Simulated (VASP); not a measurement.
# BaY (Pm-3m) in VASP: settings compared

One crystal, BaY, is run at these levels: r2SCAN, SCAN, TPSS, TB-mBJ; tasks: band structure.

All numbers are computed with VASP 6.6.1; they aren't measurements. Logs are shortened: lines on timing, memory, paths and dates and some standing lists are left out, and cuts for length are marked.

### 1 The crystal as given

It takes space group Pm-3m (No. 221, cubic). The conventional cell has a = 4.420 Å, b = 4.420 Å, c = 4.420 Å, α = 90.00°, β = 90.00°, γ = 90.00°. Around Ba (site symmetry m-3m) lie 8 Y at 3.83 Å. Y (site symmetry m-3m) has 8 Ba at 3.83 Å as nearest neighbours.

The cell was built by a generator and needn't be a form met in nature.

### 2 Band structure, r2SCAN

INCAR

```
SYSTEM = BaY
PREC = Accurate ; ENCUT = 520
EDIFF = 1E-6 ; ISMEAR = -1
SIGMA = 0.05 ; LREAL = .FALSE.
LASPH = .TRUE. ; NELM = 80
ALGO = Normal ; ISIF = 2
LWAVE = .FALSE. ; LCHARG = .FALSE.
LMAXMIX = 4 ; METAGGA = R2SCAN
LMIXTAU = .TRUE. ; NBANDS = 18
```

KPOINTS

```
regular mesh
0
G
  6 6 6
  0 0 0
```

POSCAR

```
BaY
1.0
    4.4203700000      0.0000000000      0.0000000000
    0.0000000000      4.4203700000      0.0000000000
    0.0000000000      0.0000000000      4.4203700000
Ba Y
1 1
Direct
    0.0000000000      0.0000000000      0.0000000000
    0.5000000000      0.5000000000      0.5000000000
```

KPOINTS_OPT

```
path GXMGRX,MR
10
line-mode
reciprocal
 0.0000000000  0.0000000000  0.0000000000  G
 0.0000000000  0.5000000000  0.0000000000  X

 0.0000000000  0.5000000000  0.0000000000  X
 0.5000000000  0.5000000000  0.0000000000  M

 0.5000000000  0.5000000000  0.0000000000  M
 0.0000000000  0.0000000000  0.0000000000  G

 0.0000000000  0.0000000000  0.0000000000  G
 0.5000000000  0.5000000000  0.5000000000  R

 0.5000000000  0.5000000000  0.5000000000  R
 0.0000000000  0.5000000000  0.0000000000  X

 0.5000000000  0.5000000000  0.0000000000  M
 0.5000000000  0.5000000000  0.5000000000  R
```

Potentials or basis: VASP PAW PBE potentials, release 64 (Ba_sv, Y_sv).

On the command line:

```bash
$ cat potpaw_PBE.64/Ba_sv/POTCAR potpaw_PBE.64/Y_sv/POTCAR > POTCAR
$ mpirun -np 1 vasp_std > vasp.out
```

OUTCAR:

```text
SYSTEM = BaY
   PREC = Accurate
   ENCUT = 520
   EDIFF = 1E-6
   ISMEAR = -1
   LREAL = .FALSE.
   LASPH = .TRUE.
   NELM = 80
   ISIF = 2
   METAGGA = R2SCAN

 ion  position               nearest neighbor table
   1  0.000  0.000  0.000-   2 3.83   2 3.83   2 3.83   2 3.83   2 3.83   2 3.83   2 3.83   2 3.83

   2  0.500  0.500  0.500-   1 3.83   1 3.83   1 3.83   1 3.83   1 3.83   1 3.83   1 3.83   1 3.83

  LATTYP: Found a simple cubic cell.
 ALAT       =     4.4203700000

  Lattice vectors:

 A1 = (   4.4203700000,   0.0000000000,   0.0000000000)
 A2 = (   0.0000000000,   4.4203700000,   0.0000000000)
 A3 = (   0.0000000000,   0.0000000000,   4.4203700000)

Analysis of symmetry for initial positions (statically):
=====================================================================
 Subroutine PRICEL returns:
 Original cell was already a primitive cell.

 Routine SETGRP: Setting up the symmetry group for a
 simple cubic supercell.

 Subroutine GETGRP returns: Found 48 space group operations
 (whereof 48 operations were pure point group operations)
 out of a pool of 48 trial point group operations.

The static configuration has the point symmetry O_h .

Analysis of symmetry for dynamics (positions and initial velocities):
=====================================================================
 Subroutine PRICEL returns:
 Original cell was already a primitive cell.

 Routine SETGRP: Setting up the symmetry group for a
 simple cubic supercell.

 Subroutine GETGRP returns: Found 48 space group operations
 (whereof 48 operations were pure point group operations)
 out of a pool of 48 trial point group operations.

The dynamic configuration has the point symmetry O_h .

 Subroutine INISYM returns: Found 48 space group operations
 (whereof 48 operations are pure point group operations),
 and found     1 'primitive' translations

----------------------------------------------------------------------------------------

                                     Primitive cell

  volume of cell :      86.3726

  direct lattice vectors                    reciprocal lattice vectors
     4.420370000  0.000000000  0.000000000     0.226225406  0.000000000  0.000000000
     0.000000000  4.420370000  0.000000000     0.000000000  0.226225406  0.000000000
     0.000000000  0.000000000  4.420370000     0.000000000  0.000000000  0.226225406

  length of vectors
     4.420370000  4.420370000  4.420370000     0.226225406  0.226225406  0.226225406

  position of ions in fractional coordinates (direct lattice)
     0.000000000  0.000000000  0.000000000
     0.500000000  0.500000000  0.500000000

  ion indices of the primitive-cell ions
   primitive index   ion index
                 1           1
                 2           2

----------------------------------------------------------------------------------------

 KPOINTS: regular mesh

Automatic generation of k-mesh.
 Grid dimensions read from file:
 generate k-points for:    6    6    6

 Generating k-lattice:

  Cartesian coordinates                     Fractional coordinates (reciprocal lattice)
     0.037704234  0.000000000  0.000000000     0.166666667  0.000000000  0.000000000
     0.000000000  0.037704234  0.000000000     0.000000000  0.166666667  0.000000000
     0.000000000  0.000000000  0.037704234     0.000000000  0.000000000  0.166666667

  Length of vectors
     0.037704234  0.037704234  0.037704234

  Shift w.r.t. Gamma in fractional coordinates (k-lattice)
     0.000000000  0.000000000  0.000000000

 Subroutine IBZKPT returns following result:
 ===========================================

 Found     20 irreducible k-points:

 Following reciprocal coordinates:
            Coordinates               Weight
  0.000000  0.000000  0.000000      1.000000
  0.166667  0.000000  0.000000      6.000000
  0.333333  0.000000  0.000000      6.000000
  0.500000  0.000000  0.000000      3.000000
  0.166667  0.166667  0.000000     12.000000
  0.333333  0.166667  0.000000     24.000000
[... 12 lines left out ...]
  0.500000  0.500000  0.333333      6.000000
  0.500000  0.500000  0.500000      1.000000
   k-points           NKPTS =     20   k-points in BZ     NKDIM =     20   number of bands    NBANDS=     18
   number of dos      NEDOS =    301   number of ions     NIONS =      2
   total plane-waves  NPLWV =  46656
   dimension x,y,z NGX =    36 NGY =   36 NGZ =   36
   dimension x,y,z NGXF=    72 NGYF=   72 NGZF=   72
   ions per type =               1   1
   NGX,Y,Z   is equivalent  to a cutoff of  13.54, 13.54, 13.54 a.u.
   NGXF,Y,Z  is equivalent  to a cutoff of  27.08, 27.08, 27.08 a.u.
 SYSTEM =  BaY
   PREC   = accura    normal or accurate (medium, high low for compatibility)
   ISTART =      0    job   : 0-new  1-cont  2-samecut
   ICHARG =      2    charge: 1-file 2-atom 10-const
   ISPIN  =      1    spin polarized calculation?
   LNONCOLLINEAR =      F non collinear calculations
   LSORBIT =      F    spin-orbit coupling
   LASPH  =      T    aspherical Exc in radial PAW
   ENCUT  =  520.0 eV  38.22 Ry    6.18 a.u.   8.22  8.22  8.22*2*pi/ulx,y,z
   NELM   =     80;   NELMIN=  2; NELMDL= -5     # of ELM steps
   EDIFF  = 0.1E-05   stopping-criterion for ELM
   LREAL  =      F    real-space projection
   EDIFFG = 0.1E-04   stopping-criterion for IOM
   NSW    =      0    number of steps for IOM
   IBRION =     -1    ionic relax: 0-MD 1-quasi-New 2-CG
   NFREE  =      0    steps in history (QN), initial steepest desc. (CG)
   ISIF   =      2    stress and relaxation
   ISYM   =      2    0-nonsym 1-usesym 2-fastsym
   POTIM  = 0.5000    time-step for ionic-motion
   TEBEG  =    0.0;   TEEND  =   0.0 temperature during run
   PSTRESS=    0.0 pullay stress
   NELECT =      21.0000    total number of electrons
   NUPDOWN=      -1.0000    fix difference up-down
   EMIN   =  10.00;   EMAX   =-10.00  energy-range for DOS
   EFERMI =   0.00;   METHOD = LEGACY
   ISMEAR =    -1;   SIGMA  =   0.05  broadening in eV -4-tet -1-fermi 0-gaus
   EFERMI_NEDOS =   21; number of points for ismear=-14 and -15
   IALGO  =     38    algorithm
   IMIX   =      4    mixing-type and parameters
     AMIX     =   0.40;   BMIX     =  1.00
     AMIX_MAG =   1.60;   BMIX_MAG =  1.00
  volume/ion in A,a.u.               =      43.19       291.44
  Fermi-wavevector in a.u.,A,eV,Ry     =   1.021777  1.930878 14.204857  1.044028
  Thomas-Fermi vector in A             =   2.155420
   LORBIT       =      0    0 simple, 1 ext, 2 COOP (PROOUT), +10 PAW based schemes
   METAGGA = R2SCAN    functional components
   LHFCALC =     F    Hartree Fock is set to
   AEXX    =    0.0000 exact exchange contribution
   IVDW    =     0    specifies the selected vdW correction
   LEPSILON=     F    determine dielectric tensor
   LRPA    =     F    only Hartree local field effects (RPA)
 non-spin polarized calculation
  energy-cutoff  :      520.00
  volume of cell :       86.37
 maximum number of plane-waves:      2360
 NGX is ok and might be reduce to    36
   NGX = 17   NGY = 17   NGZ = 17

 number of electron      21.0000000 magnetization

 Free energy of the ion-electron system (eV)
  ---------------------------------------------------
  ext. energy  EPLUGINS =         0.00000000
  ---------------------------------------------------
  free energy    TOTEN  =       -46.01776542 eV

  energy without entropy =      -45.99842183  energy(sigma->0) =      -46.00809362

 E-fermi :   2.5770     XC(G=0):  -9.0819

 val. band max:        2.5339741039   @ k =   0.5000   0.5000   0.3333
 cond. band min:       2.6400098448   @ k =   0.5000   0.1667   0.0000
 fundamental gap:      0.1060357409
 Fermi energy:         2.5770404434

 k-point     1 :       0.0000    0.0000    0.0000
  band No.  band energies     occupation
      1     -42.6389      2.00000
      2     -26.4061      2.00000
      3     -21.9147      2.00000
      4     -21.9147      2.00000
      5     -21.9147      2.00000
      6     -11.1297      2.00000
[... 10 lines left out ...]
     17       8.0299      0.00000
     18       8.0299      0.00000

 k-point     2 :       0.1667    0.0000    0.0000
  band No.  band energies     occupation
      1     -42.6385      2.00000
      2     -26.4021      2.00000
      3     -21.9223      2.00000
      4     -21.9137      2.00000
      5     -21.9137      2.00000
      6     -11.2247      2.00000
[... 10 lines left out ...]
     17       6.6206      0.00000
     18       6.6206      0.00000

 k-point     3 :       0.3333    0.0000    0.0000
  band No.  band energies     occupation
      1     -42.6379      2.00000
      2     -26.3939      2.00000
      3     -21.9375      2.00000
      4     -21.9118      2.00000
      5     -21.9118      2.00000
      6     -11.4058      2.00000
[... 10 lines left out ...]
     17       5.4660      0.00000
     18       5.7969      0.00000

 k-point     4 :       0.5000    0.0000    0.0000
  band No.  band energies     occupation
      1     -42.6375      2.00000
      2     -26.3899      2.00000
      3     -21.9450      2.00000
      4     -21.9108      2.00000
      5     -21.9108      2.00000
      6     -11.4924      2.00000
[... 10 lines left out ...]
     17       5.0601      0.00000
     18       5.5437      0.00000

 k-point     5 :       0.1667    0.1667    0.0000
  band No.  band energies     occupation
      1     -42.6382      2.00000
      2     -26.3977      2.00000
      3     -21.9234      2.00000
      4     -21.9203      2.00000
      5     -21.9128      2.00000
      6     -11.2279      2.00000
[... 10 lines left out ...]
     17       6.0604      0.00000
     18       6.2478      0.00000

 k-point     6 :       0.3333    0.1667    0.0000
  band No.  band energies     occupation
      1     -42.6375      2.00000
      2     -26.3889      2.00000
      3     -21.9382      2.00000
      4     -21.9208      2.00000
      5     -21.9109      2.00000
      6     -11.3899      2.00000
[... 10 lines left out ...]
     17       6.0315      0.00000
     18       6.2268      0.00000

 k-point     7 :       0.5000    0.1667    0.0000
  band No.  band energies     occupation
      1     -42.6372      2.00000
      2     -26.3845      2.00000
      3     -21.9462      2.00000
      4     -21.9206      2.00000
      5     -21.9100      2.00000
      6     -11.4724      2.00000
[... 10 lines left out ...]
     17       5.7984      0.00000
     18       6.3219      0.00000

 k-point     8 :       0.3333    0.3333    0.0000
  band No.  band energies     occupation
      1     -42.6368      2.00000
      2     -26.3789      2.00000
      3     -21.9409      2.00000
      4     -21.9378      2.00000
      5     -21.9093      2.00000
      6     -11.3674      2.00000
[... 10 lines left out ...]
     17       6.1483      0.00000
     18       7.0383      0.00000
[... 145 lines left out ...]
     17       6.4486      0.00000
     18       8.1026      0.00000

 k-point    16 :       0.5000    0.5000    0.1667
  band No.  band energies     occupation
      1     -42.6358      2.00000
      2     -26.3638      2.00000
      3     -21.9483      2.00000
      4     -21.9483      2.00000
      5     -21.9168      2.00000
      6     -11.4074      2.00000
[... 10 lines left out ...]
     17       7.0876      0.00000
     18       8.5553      0.00000

 k-point    17 :       0.3333    0.3333    0.3333
  band No.  band energies     occupation
      1     -42.6358      2.00000
      2     -26.3643      2.00000
      3     -21.9372      2.00000
      4     -21.9372      2.00000
      5     -21.9370      2.00000
      6     -11.3325      2.00000
[... 10 lines left out ...]
     17       7.3007      0.00000
     18       7.3017      0.00000

 k-point    18 :       0.5000    0.3333    0.3333
  band No.  band energies     occupation
      1     -42.6355      2.00000
      2     -26.3594      2.00000
      3     -21.9463      2.00000
      4     -21.9368      2.00000
      5     -21.9359      2.00000
      6     -11.4073      2.00000
[... 10 lines left out ...]
     17       7.2870      0.00000
     18       7.4673      0.00000

 k-point    19 :       0.5000    0.5000    0.3333
  band No.  band energies     occupation
      1     -42.6352      2.00000
      2     -26.3545      2.00000
      3     -21.9456      2.00000
      4     -21.9456      2.00000
      5     -21.9351      2.00000
      6     -11.3990      2.00000
[... 10 lines left out ...]
     17       6.8860      0.00000
     18       7.8202      0.00000

 k-point    20 :       0.5000    0.5000    0.5000
  band No.  band energies     occupation
      1     -42.6348      2.00000
      2     -26.3499      2.00000
      3     -21.9443      2.00000
      4     -21.9443      2.00000
      5     -21.9443      2.00000
      6     -11.3948      2.00000
[... 10 lines left out ...]
     17       5.8992      0.00000
     18       8.6976      0.00000

------------------------ aborting loop because EDIFF is reached ----------------------------------------

  FORCE on cell =-STRESS in cart. coord.  units (eV):
  Direction    XX          YY          ZZ          XY          YZ          ZX
  --------------------------------------------------------------------------------------
  -------------------------------------------------------------------------------------
  Total        0.1378532      0.1378532      0.1378532      0.0000000      0.0000000      0.0000000
  in kB        2.5571224      2.5571224      2.5571224      0.0000000      0.0000000      0.0000000
  external PRESSURE =       2.5571224 kB  Pullay stress =       0.0000000 kB

 VOLUME and BASIS-vectors are now :
 -----------------------------------------------------------------------------
  energy-cutoff  :      520.00
  volume of cell :       86.37
      direct lattice vectors                 reciprocal lattice vectors
     4.420370000  0.000000000  0.000000000     0.226225406  0.000000000  0.000000000
     0.000000000  4.420370000  0.000000000     0.000000000  0.226225406  0.000000000
     0.000000000  0.000000000  4.420370000     0.000000000  0.000000000  0.226225406

 POSITION                                       TOTAL-FORCE (eV/Angst)
 -----------------------------------------------------------------------------------
      0.00000      0.00000      0.00000         0.000000      0.000000      0.000000
      2.21019      2.21019      2.21019         0.000000      0.000000      0.000000
 -----------------------------------------------------------------------------------
    total drift:                                0.000000      0.000000      0.000000

  FREE ENERGIE OF THE ION-ELECTRON SYSTEM (eV)
  ---------------------------------------------------
  free  energy   TOTEN  =       -46.0177654200 eV

  energy  without entropy=      -45.9984218291  energy(sigma->0) =      -46.00809362
```

Run time: 3.9 min. Hardware: 1 thread of Intel Xeon Platinum 8488C (Sapphire Rapids), shared host; peak memory 0.24 GiB.

Results:

| Property | Result |
| --- | --- |
| Free energy | -46.0178 eV |
| Pressure | 0.3 GPa |
| Band gap along the path | none (metal or under the smearing width) |

Levels at the corners of the path, in eV from the Fermi level:
| point | band 9 | band 10 | band 11 | band 12 | band 13 | band 14 |
| --- | --- | --- | --- | --- | --- | --- |
| Γ | -3.80 | -1.19 | -1.19 | 1.86 | 1.86 | 1.86 |
| X | -1.43 | -1.36 | 0.07 | 1.10 | 1.74 | 1.74 |
| X | -1.43 | -1.36 | 0.07 | 1.10 | 1.74 | 1.74 |
| M | -1.94 | -0.95 | 0.55 | 0.55 | 1.32 | 1.32 |
| M | -1.94 | -0.95 | 0.55 | 0.55 | 1.32 | 1.32 |
| Γ | -3.80 | -1.19 | -1.19 | 1.86 | 1.86 | 1.86 |
| Γ | -3.80 | -1.19 | -1.19 | 1.86 | 1.86 | 1.86 |
| R | -0.21 | -0.21 | -0.21 | 0.80 | 0.80 | 0.80 |
| R | -0.21 | -0.21 | -0.21 | 0.80 | 0.80 | 0.80 |
| X | -1.43 | -1.36 | 0.07 | 1.10 | 1.74 | 1.74 |
| M | -1.94 | -0.95 | 0.55 | 0.55 | 1.32 | 1.32 |
| R | -0.21 | -0.21 | -0.21 | 0.80 | 0.80 | 0.80 |

Caveat: the PAW data sets were made with another functional, which shifts forces and pressure a little; spin-orbit coupling is left out, which moves the levels of the heavy elements.

### 3 Band structure, SCAN

INCAR: that of step 2 with these lines changed.

```diff
@@ -7,3 +7,3 @@
 LWAVE = .FALSE. ; LCHARG = .FALSE.
-LMAXMIX = 4 ; METAGGA = R2SCAN
+LMAXMIX = 4 ; METAGGA = SCAN
 LMIXTAU = .TRUE. ; NBANDS = 18
```

KPOINTS is that of step 2.

POSCAR is that of step 2.

KPOINTS_OPT is that of step 2.

Potentials or basis: VASP PAW PBE potentials, release 64 (Ba_sv, Y_sv).

On the command line:

```bash
$ cat potpaw_PBE.64/Ba_sv/POTCAR potpaw_PBE.64/Y_sv/POTCAR > POTCAR
$ mpirun -np 1 vasp_std > vasp.out
```

It took 4.2 min on 1 thread of Intel Xeon Platinum 8488C (Sapphire Rapids), shared host; peak memory 0.24 GiB.

It converged, with:

```
Free energy             : -66.6743 eV
Pressure                : 0.1 GPa
Band gap along the path : none (metal or under the smearing width)
```

Levels at the corners of the path, in eV from the Fermi level:
```
point  band 8  band 9  band 10  band 11  band 12  band 13  band 14  band 15
    Γ  -13.67   -3.83    -1.18    -1.18     1.85     1.85     1.85     3.72
    X  -13.65   -1.44    -1.38     0.07     1.10     1.73     1.73     2.39
    X  -13.65   -1.44    -1.38     0.07     1.10     1.73     1.73     2.39
    M  -13.61   -1.95    -0.97     0.54     0.54     1.31     1.31     2.72
    M  -13.61   -1.95    -0.97     0.54     0.54     1.31     1.31     2.72
    Γ  -13.67   -3.83    -1.18    -1.18     1.85     1.85     1.85     3.72
    Γ  -13.67   -3.83    -1.18    -1.18     1.85     1.85     1.85     3.72
    R  -13.94   -0.21    -0.21    -0.21     0.79     0.79     0.79     3.09
    R  -13.94   -0.21    -0.21    -0.21     0.79     0.79     0.79     3.09
    X  -13.65   -1.44    -1.38     0.07     1.10     1.73     1.73     2.39
    M  -13.61   -1.95    -0.97     0.54     0.54     1.31     1.31     2.72
    R  -13.94   -0.21    -0.21    -0.21     0.79     0.79     0.79     3.09
```

Caveat: the PAW data sets were made with another functional, which shifts forces and pressure a little; spin-orbit coupling is left out, which moves the levels of the heavy elements.

### 4 Band structure, TPSS

INCAR: that of step 3 with these lines changed.

```diff
@@ -7,3 +7,3 @@
 LWAVE = .FALSE. ; LCHARG = .FALSE.
-LMAXMIX = 4 ; METAGGA = SCAN
+LMAXMIX = 4 ; METAGGA = TPSS
 LMIXTAU = .TRUE. ; NBANDS = 18
```

KPOINTS is that of step 3.

POSCAR is that of step 3.

KPOINTS_OPT is that of step 3.

On the command line:

```bash
$ cat potpaw_PBE.64/Ba_sv/POTCAR potpaw_PBE.64/Y_sv/POTCAR > POTCAR
$ mpirun -np 1 vasp_std > vasp.out
```

Run time: 3.4 min. Hardware: 1 thread of Intel Xeon Platinum 8488C (Sapphire Rapids), shared host; peak memory 0.23 GiB.

Results (log left out):

```yaml
Free_energy: -24.0019 eV
Pressure: -0.4 GPa
Band_gap_along_the_path: none (metal or under the smearing width)
```

Levels at the corners of the path, in eV from the Fermi level:
```
point  band 8  band 9  band 10  band 11  band 12  band 13  band 14  band 15
    Γ  -13.24   -3.61    -1.07    -1.07     1.60     1.60     1.60     3.52
    X  -13.23   -1.32    -1.26     0.15     1.03     1.53     1.53     2.22
    X  -13.23   -1.32    -1.26     0.15     1.03     1.53     1.53     2.22
    M  -13.19   -1.86    -0.98     0.38     0.38     1.36     1.36     2.59
    M  -13.19   -1.86    -0.98     0.38     0.38     1.36     1.36     2.59
    Γ  -13.24   -3.61    -1.07    -1.07     1.60     1.60     1.60     3.52
    Γ  -13.24   -3.61    -1.07    -1.07     1.60     1.60     1.60     3.52
    R  -13.50   -0.17    -0.17    -0.17     0.69     0.69     0.69     2.97
    R  -13.50   -0.17    -0.17    -0.17     0.69     0.69     0.69     2.97
    X  -13.23   -1.32    -1.26     0.15     1.03     1.53     1.53     2.22
    M  -13.19   -1.86    -0.98     0.38     0.38     1.36     1.36     2.59
    R  -13.50   -0.17    -0.17    -0.17     0.69     0.69     0.69     2.97
```

Caveat: the PAW data sets were made with another functional, which shifts forces and pressure a little; spin-orbit coupling is left out, which moves the levels of the heavy elements.

(Part 1 of 2 ends here.)
